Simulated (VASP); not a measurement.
```
Ti
1.0
    1.44959    -2.51077     0.00000
    1.44959     2.51077     0.00000
    0.00000     0.00000     4.59468
Ti
2
Cartesian
  1.44959   0.83693   1.14867
  1.44959  -0.83693   3.44601
```

Computed with AM05 GGA, VASP's PBE PAW potentials (set 64) (plane waves; VASP). Run with 520 eV cut-off, Gaussian smearing of 0.050 eV, potentials Ti_sv.

Q: Give the energies of bands 9 to 15 at the high-symmetry points, in eV from the Fermi level.

A: 
```csv
band,Γ,M,K,A,L,H
9,-6.32,-2.41,-1.83,-4.41,-2.68,-1.33
10,-2.80,-2.30,-1.43,-4.41,-2.68,-1.33
11,0.78,-1.98,-1.43,0.06,-0.88,-1.16
12,0.78,-0.61,-1.36,0.06,-0.88,-1.16
13,0.84,0.45,0.20,0.67,1.41,-0.21
14,0.89,0.63,0.20,0.67,1.41,-0.21
15,1.30,1.21,1.54,0.67,1.77,1.71
```

It has no gap at this level: it comes out as a metal or semimetal.

The compound is Ti in the hcp structure. It was relaxed first, which changed the volume by -5 %.
